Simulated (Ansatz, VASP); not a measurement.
# CuTe in two plane-wave programs

Aim: how closely do two programs agree when they are given the same cell, functional and k mesh?

Main program and level: Ansatz 0.2.0; plane waves, with VASP 6.6.1 beside it; single point at PBEsol.

## (1) Starting point

The structure is orthorhombic, space group Pmmn (No. 59). The conventional cell has a = 3.284 Å, b = 3.945 Å, c = 6.860 Å, α = 90.00°, β = 90.00°, γ = 90.00°. Nearest to Te lie 4 Cu at 2.58 to 2.66 Å. Cu has 4 Te at 2.58 to 2.66 Å and 4 Cu at 2.60 Å nearest. Farther neighbours and most contacts between anions are not listed.

## (2) Ansatz: single point, PBEsol

Ansatz runs on its default PAW (the set named soft_2) files.

With cell and atoms fixed, the geometry can't cause a difference; cores, projectors, grids and the points listed under the comparison can.

Contents of input.yaml:

```yaml
crystal:
  lattice:
    - [-3.2835869093, 3.9448573252, 6.8595590234]
    - [3.2835869093, -3.9448573252, 6.8595590234]
    - [6.5671738186, 7.8897146504, -13.7191180468]
  atoms:
    - { symbol: Te, position: [0.6365031677, 0.6365031677, 0.25] }
    - { symbol: Te, position: [0.1365031677, 0.1365031677, 0.25] }
    - { symbol: Te, position: [0.1365031677, 0.6365031677, 0.5] }
    - { symbol: Te, position: [0.6365031677, 0.1365031677, 0.5] }
    - { symbol: Te, position: [0.6365031677, 0.6365031677, 0.75] }
    - { symbol: Te, position: [0.1365031677, 0.1365031677, 0.75] }
    - { symbol: Te, position: [0.1365031677, 0.6365031677, 0.0] }
    - { symbol: Te, position: [0.6365031677, 0.1365031677, 0.0] }
    - { symbol: Te, position: [0.1134968323, 0.1134968323, 0.0] }
    - { symbol: Te, position: [0.6134968323, 0.6134968323, 0.0] }
    - { symbol: Te, position: [0.6134968323, 0.1134968323, 0.25] }
    - { symbol: Te, position: [0.1134968323, 0.6134968323, 0.25] }
    - { symbol: Te, position: [0.1134968323, 0.1134968323, 0.5] }
    - { symbol: Te, position: [0.6134968323, 0.6134968323, 0.5] }
    - { symbol: Te, position: [0.6134968323, 0.1134968323, 0.75] }
    - { symbol: Te, position: [0.1134968323, 0.6134968323, 0.75] }
    - { symbol: Cu, position: [0.2657645417, 0.5157645416, 0.125] }
    - { symbol: Cu, position: [0.7657645416, 0.0157645417, 0.125] }
    - { symbol: Cu, position: [0.7657645417, 0.5157645416, 0.375] }
    - { symbol: Cu, position: [0.2657645416, 0.0157645417, 0.375] }
    - { symbol: Cu, position: [0.2657645417, 0.5157645416, 0.625] }
    - { symbol: Cu, position: [0.7657645416, 0.0157645417, 0.625] }
    - { symbol: Cu, position: [0.7657645417, 0.5157645416, 0.875] }
    - { symbol: Cu, position: [0.2657645417, 0.0157645416, 0.875] }
    - { symbol: Cu, position: [0.4842354584, 0.2342354584, 0.125] }
    - { symbol: Cu, position: [0.9842354584, 0.7342354584, 0.125] }
    - { symbol: Cu, position: [0.9842354584, 0.2342354584, 0.375] }
    - { symbol: Cu, position: [0.4842354583, 0.7342354584, 0.375] }
    - { symbol: Cu, position: [0.4842354583, 0.2342354584, 0.625] }
    - { symbol: Cu, position: [0.9842354584, 0.7342354584, 0.625] }
    - { symbol: Cu, position: [0.9842354584, 0.2342354583, 0.875] }
    - { symbol: Cu, position: [0.4842354584, 0.7342354583, 0.875] }
hamiltonian:
  xc: pbesol
  pseudopotentials: { kind: paw }
kpoints:
  mp_grid: { grid: [4, 4, 4] }
scf:
  occupations: { method: methfessel_paxton, width: 0.2 }
  n_extra_bands: 12
output:
  forces: true
  stress: true
  eigenvalues: true
  write_density: true
  write_potential: true
  elf: true
  volumetric_format: npy
```

Command:

```console
ansatz run input.yaml --threads 8 --pin off --max-ram 18432MiB --backend cpu --events-out ev --progress --plain --runs-dir out
```

Numbers of over 12 decimals in the logs are rounded to 6 here.

The program printed:

```text
scf.n_extra_bands = 12 over 280 filled bands (N_el = 560.0): the run solves 292 bands
Engine: ansatz 0.2.0, aarch64-unknown-linux-gnu
Pseudopotentials: kind: paw
Pseudopotential: Te, paw, valence charge 16, recommended cutoff 420 eV (normal), Te.paw.azcp
Pseudopotential: Cu, paw, valence charge 19, recommended cutoff 420 eV (normal), Cu.paw.azcp
Functional definition: PBEsol
  exchange = pbesol_x
  correlation = pbesol_c
Crystal: 32 atoms, lattice volume = 710.830 Å³
Basis set: ecut = 420 eV, 13913 PW (Γ), exchange–correlation on 120×120×240 points (8 copies of the dense FFT grid, shifted against one another)
Bands: 292, of which v1, the nominal top of the filled ones, is band 280 counted from 1 (279 counted from 0)
Symmetry: 32 space group operations
Space group: Pmmn (ITA 59), of the structure as read, at distance tolerance 8.9e-5 Å
k-points: 24 of 64
Non-local potential: Te, projectors of the file, l = 0: 2, l = 1: 2, l = 2: 2, l = 3: 2
Non-local potential: Cu, projectors of the file, l = 0: 3, l = 1: 2, l = 2: 3, l = 3: 1
PAW form: soft (Blöchl's): semilocal exchange-correlation on the pseudo side does not see the compensation charge
PAW frozen core: Te, regenerated for the run's functional, and the local potential with it (the file was generated under x = pbe(κ = 0.804, μ = 0.219515), c = pbe(β = 0.066725))
PAW frozen core: Cu, regenerated for the run's functional, and the local potential with it (the file was generated under x = pbe(κ = 0.804, μ = 0.219515), c = pbe(β = 0.066725))
PAW one-centre angular grid: Te, 590 points (default); XC on 64 Gauss nodes
PAW one-centre angular grid: Cu, 590 points (default); XC on 64 Gauss nodes
Initial density: superposition of atomic densities (neutral atoms: chi_scale 0, normalization atom), corrected by the library's trained network
Initial wavefunctions: pseudopotential atomic-orbital guess
Functional: x = pbesol(κ = 0.804, μ = 0.123457), c = pbesol(β = 0.046)
SCF iter   1: F=—  HF=-215846.164322 eV  |F-HF|=—  |Δ(HF+E_count)|=         —  Δρ=1.37e-2  dr2=9.53e-1  ethr=1.77e-3  ⟨swp⟩=5.0  Hψ=26525  notcnv=0
preconditioner: auto → LDOS  [metal: Δε(μ)=0.010 eV  Ē_g=5.481 eV  σ=0.200 eV  W_gap=0.04  n_scr=218 (ndim 8)  ℏωp=23.0 eV  f_vac=0.076  D(μ)=14.05/eV (n_scr^D=78)  β→1.0]
SCF iter   2: F=—  HF=-215846.363437 eV  |F-HF|=—  |Δ(HF+E_count)|=   1.99e-1  S|Δr|=    0.00e0  Δρ=1.72e-2  dr2=1.14e0  ethr=1.70e-4  ⟨swp⟩=2.0  Hψ=15942  notcnv=0  defer=41
SCF iter   3: F=—  HF=-215846.065393 eV  |F-HF|=—  |Δ(HF+E_count)|=   2.98e-1  S|Δr|=    0.00e0  Δρ=7.96e-3  dr2=2.61e-1  ethr=1.70e-4  ⟨swp⟩=2.0  Hψ=13932  notcnv=0  defer=41
SCF iter   4: F=—  HF=-215846.000716 eV  |F-HF|=—  |Δ(HF+E_count)|=   6.47e-2  S|Δr|=    0.00e0  Δρ=2.42e-3  dr2=2.38e-2  ethr=4.66e-5  ⟨swp⟩=2.0  Hψ=11036  notcnv=0
SCF iter   5: F=—  HF=-215845.995172 eV  |F-HF|=—  |Δ(HF+E_count)|=   5.54e-3  S|Δr|=    0.00e0  Δρ=3.38e-4  dr2=4.97e-4  ethr=4.24e-6  ⟨swp⟩=2.0  Hψ=9822  notcnv=0
SCF iter   6: F=—  HF=-215845.995074 eV  |F-HF|=—  |Δ(HF+E_count)|=   9.75e-5  S|Δr|=    0.00e0  Δρ=4.46e-5  dr2=8.47e-6  ethr=8.87e-8  ⟨swp⟩=2.0  Hψ=9942  notcnv=0
SCF iter   7: F=—  HF=-215845.994940 eV  |F-HF|=—  |Δ(HF+E_count)|=   1.34e-4  S|Δr|=    0.00e0  Δρ=6.58e-6  dr2=2.84e-7  ethr=1.51e-9  ⟨swp⟩=2.0  Hψ=10284  notcnv=0
SCF iter   8: F=-215845.994940 eV  HF=-215845.994940 eV  |F-HF|=2.41e-8  |Δ(HF+E_count)|=   9.66e-8  S|Δr|=    0.00e0  Δρ=2.09e-6  dr2=3.20e-8  ethr=1.79e-11  ⟨swp⟩=12.2  Hψ=56757  notcnv=0
SCF 1 converged in 8 iterations: F = -215845.994940 eV  dr2 = 3.20e-8
  greatest PAW one-centre occupation: 1.000 electrons in one spin orbital (limit 2), on the Cu atom at site 23 (counted from 0), in its partial waves of l = 0
SCF converged after 8 iterations
Stability not checked: this state was not tested for a lower state beside it, because cold or Methfessel-Paxton smearing, or corrected tetrahedra, fill the levels in a way that the test cannot read (fill_not_monotonic; see scf.lower_state_search)
Free energy (F): -215845.994940 eV
Harris-Foulkes:  -215845.994940 eV  (|F-HF|=2.41e-8)
Internal energy: -215845.995843 eV  (E = F + TS)
E sigma→0 (E₀):  -215845.995166 eV
Entropy (-TS):   0.000903 eV (0.028 meV/atom)
Fermi energy:    11.037581 eV
--- Per-component energies (eV) ---
  E_band       = -11150.984541
  E_kinetic    = 7707.474868
  E_local      = -124714.316935  (includes V_loc(G=0)·N_el)
  E_nonlocal   = 1402.158075
  E_hartree    = 60668.758244
  E_xc         = -3397.346690
  E_vxc        = -3511.744150  (∫ρ·V_xc dr)
  E_paw        = -99430.245463  (= ΣΔE_a)
  E_vpaw       = -13372.131339  (= ΣTr[D̂ρ^β])
  E_aug_tail   = 0.000969  (compensation charges beyond the density's cutoff)
  E_ewald      = -58091.775188
  E_core_change = 9.296278  (= ΣΔE_core)
  E_smearing   = 0.000903  (= −TS)
  E_closure    = -0.000000  (closes the sum)
  Σ components = -215845.994940   (vs F -215845.994940, Δ=0.00e0)
--- Forces (eV/Å), atoms counted from 1 ---
  atom   1  Te     0.00000000     0.00000000     0.08489956
  atom   2  Te    -0.00000000     0.00000000     0.08489956
  atom   3  Te    -0.00000000    -0.00000000     0.08489956
  atom   4  Te     0.00000000     0.00000000     0.08489956
  atom   5  Te     0.00000000     0.00000000     0.08489956
  atom   6  Te    -0.00000000     0.00000000     0.08489956
  atom   7  Te    -0.00000000     0.00000000     0.08489956
  atom   8  Te    -0.00000000     0.00000000     0.08489956
  atom   9  Te    -0.00000000    -0.00000000    -0.08489956
  atom  10  Te    -0.00000000    -0.00000000    -0.08489956
  atom  11  Te    -0.00000000     0.00000000    -0.08489956
  atom  12  Te    -0.00000000     0.00000000    -0.08489956
  atom  13  Te     0.00000000     0.00000000    -0.08489956
  atom  14  Te     0.00000000    -0.00000000    -0.08489956
  atom  15  Te     0.00000000    -0.00000000    -0.08489956
  atom  16  Te     0.00000000     0.00000000    -0.08489956
  atom  17  Cu     0.00000000     0.00000000     0.01653450
  atom  18  Cu     0.00000000    -0.00000000     0.01653450
  atom  19  Cu     0.00000000     0.00000000     0.01653450
  atom  20  Cu    -0.00000000    -0.00000000     0.01653450
  atom  21  Cu    -0.00000000     0.00000000     0.01653450
  atom  22  Cu     0.00000000     0.00000000     0.01653450
  atom  23  Cu     0.00000000    -0.00000000     0.01653450
  atom  24  Cu     0.00000000    -0.00000000     0.01653450
  atom  25  Cu     0.00000000     0.00000000    -0.01653450
  atom  26  Cu     0.00000000    -0.00000000    -0.01653450
  atom  27  Cu     0.00000000    -0.00000000    -0.01653450
  atom  28  Cu    -0.00000000    -0.00000000    -0.01653450
  atom  29  Cu    -0.00000000     0.00000000    -0.01653450
  atom  30  Cu     0.00000000     0.00000000    -0.01653450
  atom  31  Cu     0.00000000     0.00000000    -0.01653450
  atom  32  Cu    -0.00000000     0.00000000    -0.01653450
  max |Σ_I F_I| component: 5.20e-17 eV/Å
--- Stress (GPa, compression-positive) ---
       -0.512131      -0.008230       0.000000
       -0.008230      -0.370172       0.000000
       -0.000000       0.000000       0.697543
  P = ⅓ Tr σ = -0.0616 GPa (-0.616 kbar)
--- Band table (eV; the first three rows and the last of 24) ---
  k-point 0: bands = [... 276 lower, 10.3702, 10.3992, 10.3992, 10.8738, 10.8738, 11.6714, 11.6871, 11.6871, ... 8 higher]
  k-point 1: bands = [... 276 lower, 10.4810, 10.6788, 10.9751, 11.0855, 11.2368, 11.3300, 11.3701, 11.5453, ... 8 higher]
  k-point 2: bands = [... 276 lower, 10.8202, 10.8202, 10.8524, 10.8524, 11.2925, 11.2925, 11.7420, 11.7420, ... 8 higher]
  k-point 23: bands = [... 276 lower, 10.5660, 10.5660, 11.0951, 11.0951, 11.2907, 11.2907, 11.5788, 11.5788, ... 8 higher]
```

The job ended after 2.4 min (8 threads of Arm Neoverse N1, shared host; peak memory 9.4 GiB).

The column dr2 measures how far the density is from self-consistency, as an energy; F and HF (Harris–Foulkes) agree once it is small.

The run ends at a pressure of -0.06 GPa, with forces up to 0.085 eV/Å.

## (3) VASP: single point, PBEsol

The same cell, functional, mesh and smearing now go to VASP, with its own data sets and cutoff.

Lines of VASP's logs that name or quote its potential files are left out, and so is its time.

Contents of INCAR:

```
SYSTEM = CuTe
PREC = Normal
ENCUT = 300
EDIFF = 1E-05
NELM = 120
ISMEAR = 1
SIGMA = 0.2
LREAL = Auto
ALGO = Fast
GGA = PS
LORBIT = 11
LWAVE = .FALSE.
LCHARG = .FALSE.
KPAR = 4
NCORE = 2
```

Contents of POSCAR:

```
CuTe
1.0
   -3.2835869093      3.9448573252      6.8595590234
    3.2835869093     -3.9448573252      6.8595590234
    6.5671738186      7.8897146504    -13.7191180468
Te Cu
16 16
Direct
    0.6365031677      0.6365031677      0.2500000000
    0.1365031677      0.1365031677      0.2500000000
    0.1365031677      0.6365031677      0.5000000000
    0.6365031677      0.1365031677      0.5000000000
    0.6365031677      0.6365031677      0.7500000000
    0.1365031677      0.1365031677      0.7500000000
    0.1365031677      0.6365031677      0.0000000000
    0.6365031677      0.1365031677      0.0000000000
    0.1134968323      0.1134968323      0.0000000000
    0.6134968323      0.6134968323      0.0000000000
    0.6134968323      0.1134968323      0.2500000000
    0.1134968323      0.6134968323      0.2500000000
    0.1134968323      0.1134968323      0.5000000000
    0.6134968323      0.6134968323      0.5000000000
    0.6134968323      0.1134968323      0.7500000000
    0.1134968323      0.6134968323      0.7500000000
    0.2657645417      0.5157645416      0.1250000000
    0.7657645416      0.0157645417      0.1250000000
    0.7657645417      0.5157645416      0.3750000000
    0.2657645416      0.0157645417      0.3750000000
    0.2657645417      0.5157645416      0.6250000000
    0.7657645416      0.0157645417      0.6250000000
    0.7657645417      0.5157645416      0.8750000000
    0.2657645417      0.0157645416      0.8750000000
    0.4842354584      0.2342354584      0.1250000000
    0.9842354584      0.7342354584      0.1250000000
    0.9842354584      0.2342354584      0.3750000000
    0.4842354583      0.7342354584      0.3750000000
    0.4842354583      0.2342354584      0.6250000000
    0.9842354584      0.7342354584      0.6250000000
    0.9842354584      0.2342354583      0.8750000000
    0.4842354584      0.7342354583      0.8750000000
```

Contents of KPOINTS:

```
Automatic mesh
0
Gamma
4 4 4
0 0 0
```

PAW data sets: Te and Cu (PBE family, release 64).

Command:

```console
mpirun -np 8 vasp_std
```

The program printed:

```text
[banner, memory and clock lines left out]
running    8 mpi-ranks, on    1 nodes
[...]
|                                                                             |
|               ----> ADVICE to this user running VASP <----                  |
|                                                                             |
|     You enforced a specific xc type in the INCAR file but a different       |
|     [... a line on the potential file left out ...]
|     I HOPE YOU KNOW WHAT YOU ARE DOING!                                     |
|                                                                             |

 LDA part: xc-table for (Slater+PW92), standard interpolation
 POSCAR, INCAR and KPOINTS ok, starting setup
[...]
entering main loop
       N       E                     dE             d eps       ncg     rms          rms(c)
DAV:   1     0.208426374266E+04    0.20843E+04   -0.74801E+04  7824   0.123E+03
DAV:   2     0.153156174834E+03   -0.19311E+04   -0.18743E+04  7830   0.357E+02
DAV:   3    -0.118731513365E+03   -0.27189E+03   -0.25356E+03  9348   0.162E+02
DAV:   4    -0.143087254396E+03   -0.24356E+02   -0.23557E+02 12272   0.531E+01
[...]
RMM:  20    -0.126993603801E+03    0.17763E-04   -0.35449E-05  6746   0.303E-02    0.371E-02
RMM:  21    -0.126993593477E+03    0.10324E-04   -0.40280E-05  6387   0.210E-02    0.178E-02
RMM:  22    -0.126993594193E+03   -0.71563E-06   -0.80434E-06  5302   0.964E-03
   1 F= -.12699359E+03 E0= -.12699383E+03  d E =0.694136E-03
```

OUTCAR, selected parts (step 3):

```text
  Total       -5.5576185     -4.0460413      0.9876421     -0.0763783      0.0000000      0.0000000
  in kB      -12.5266030     -9.1195811      2.2260974     -0.1721530      0.0000000      0.0000000
  external PRESSURE =      -6.4733622 kB  Pullay stress =       0.0000000 kB

 POSITION                                       TOTAL-FORCE (eV/Angst)
 -----------------------------------------------------------------------------------
      1.64179      1.97243      5.30248        -0.000000      0.000000      0.152654
      1.64179      1.97243     -1.55708        -0.000000      0.000000      0.152654
      4.92538      1.97243     -1.55708        -0.000000      0.000000      0.152654
      1.64179      5.91729     -1.55708        -0.000000      0.000000      0.152654
      4.92538      5.91729     -1.55708        -0.000000      0.000000      0.152654
      4.92538      5.91729     -8.41664        -0.000000      0.000000      0.152654
      1.64179     -1.97243      5.30248        -0.000000      0.000000      0.152654
     -1.64179      1.97243      5.30248        -0.000000      0.000000      0.152654
      0.00000      0.00000      1.55708         0.000000     -0.000000     -0.152654
      0.00000      0.00000      8.41664         0.000000     -0.000000     -0.152654
     -0.00000      3.94486      1.55708         0.000000     -0.000000     -0.152654
      3.28359      0.00000      1.55708         0.000000     -0.000000     -0.152654
      3.28359      3.94486     -5.30248         0.000000     -0.000000     -0.152654
      3.28359      3.94486      1.55708         0.000000     -0.000000     -0.152654
[...]
-----------------------------------------------------------------------------------
    total drift:                                0.000000     -0.000000     -0.000001

  FREE ENERGIE OF THE ION-ELECTRON SYSTEM (eV)
  ---------------------------------------------------
  free  energy   TOTEN  =      -126.9935941927 eV

  energy  without entropy=     -126.9942883290  energy(sigma->0) =     -126.99382557

[... 3 further parts left out ...]
[key lines of the parts left out:]
E-fermi :   6.4457
```

This run has no spin polarisation, although Cu can carry a moment. LASPH is off, so gradient terms of the non-spherical density inside the spheres are left out; for open d or f shells this can shift gaps and moments.

## (4) Comparison

Known differences besides the PAW data sets themselves: the data sets hold 560 valence electrons in Ansatz (default PAW (the set named soft_2) files) and 272 in VASP; the cutoff is 420 eV in Ansatz and 300 eV in VASP (PREC = Normal, projectors in real space); Ansatz makes its cores anew for this functional, VASP keeps those of its PBE data sets; VASP leaves aspherical gradient terms in its spheres out (LASPH is not set), Ansatz keeps them. Total energies have different zeros and are not compared.

Both answers:

| quantity | Ansatz | VASP | difference |
| --- | --- | --- | --- |
| pressure (GPa) | -0.06 | -0.65 | +0.59 |

Forces on 10 of the 32 atoms, picked by the larger force of the two programs (eV/Å; atoms numbered as in POSCAR):

| atom | Ansatz x, y, z | VASP x, y, z |
| --- | --- | --- |
| Te1 | 0.000, 0.000, 0.085 | 0.000, 0.000, 0.153 |
| Te2 | 0.000, 0.000, 0.085 | 0.000, 0.000, 0.153 |
| Te3 | 0.000, 0.000, 0.085 | 0.000, 0.000, 0.153 |
| Te4 | 0.000, 0.000, 0.085 | 0.000, 0.000, 0.153 |
| Te5 | 0.000, 0.000, 0.085 | 0.000, 0.000, 0.153 |
| Te6 | 0.000, 0.000, 0.085 | 0.000, 0.000, 0.153 |
| Te7 | 0.000, 0.000, 0.085 | 0.000, 0.000, 0.153 |
| Te8 | 0.000, 0.000, 0.085 | 0.000, 0.000, 0.153 |
| Te9 | 0.000, 0.000, -0.085 | 0.000, 0.000, -0.153 |
| Te10 | 0.000, 0.000, -0.085 | 0.000, 0.000, -0.153 |

The forces differ by 28 meV/Å r.m.s., which is 44.1 % of the r.m.s. force of 0.06 eV/Å (both taken over all components). Ansatz's pressure holds a Pulay correction of 0.05 GPa; VASP's holds none.

## (5) Looking for the cause

The difference is large enough to ask for its cause, so further runs change the set-up of one program at a time, as the table lists.

| run | r.m.s. force difference (meV/Å) |
| --- | --- |
| as above | 28 |
| cores kept as stored, as VASP does, whose cores stay as stored | 26 |
| Ansatz's larger PAW set (cutoff 1050 eV) | 27 |
| norm-conserving potentials (cutoff 1252 eV) | 31 |

## (6) Results

```json
{"r.m.s. force difference (single point, PBEsol)": "28 meV/Å", "difference in pressure (single point, PBEsol)": "0.59 GPa"}
```

What this shows: The r.m.s. force difference is 28 meV/Å (single point, PBEsol), beyond the 12 meV/Å picked in this series as the mark of a large difference. For single point, PBEsol: no further run halves the r.m.s. force difference; only Ansatz's side was varied, and Ansatz's runs with other potentials lie closer to each other than to VASP, which for this quantity points to VASP's side; this was not tested here. How closely two codes agree says nothing of how well the functional describes the real material.

[Lines on the potential files, build, host, timing and source positions are cut from VASP's logs without a mark.]

[Logs are printed without paths, hosts, clocks, repeated set-up lines and the standing remarks that a program may print on its own settings, such as how far it seeks lower states.]

[Hosts, paths, dates, database ids (printed as entryN), source tags and the programs' standing remarks are cut or masked in the printed files.]
